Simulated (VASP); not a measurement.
Consider the following.

```xyz
4
Lattice="-2.0840 2.0840 4.0315 2.0840 -2.0840 4.0315 2.0840 2.0840 -4.0315" Properties=species:S:1:pos:R:3 pbc="T T T"
Cd     0.0000     0.0000     0.0000
Au     0.0000     2.0840     2.0157
Au     2.0840     0.0000     2.0157
Au     0.0000     0.0000     4.0315
```

Computed with PBEsol GGA, VASP's PBE PAW potentials (set 64) (plane waves; VASP). Numerical set-up: 400 eV cut-off, 12×12×12 Γ-centred mesh, tetrahedra with Blöchl corrections, potentials Cd Au.

Unless said otherwise, spin-orbit coupling is left out, though it shifts the bands of the heavy elements here.

Problem. What does the run give for the energy per atom (σ→0), band gap (on the k-mesh) with the smallest direct gap where there is one?

Solution. 
band gap (on the k-mesh): none (metal, semimetal or under 0.01 eV)
energy per atom (σ→0): -3.371 eV/atom

Only differences to runs with the same potentials and settings are physical.

The structure comes from a computed database's CdAu3 entry (I4/mmm); how it stands against other phases isn't given here. It was relaxed first. The electron count is odd and the run is not spin-polarised, which forces a metal.
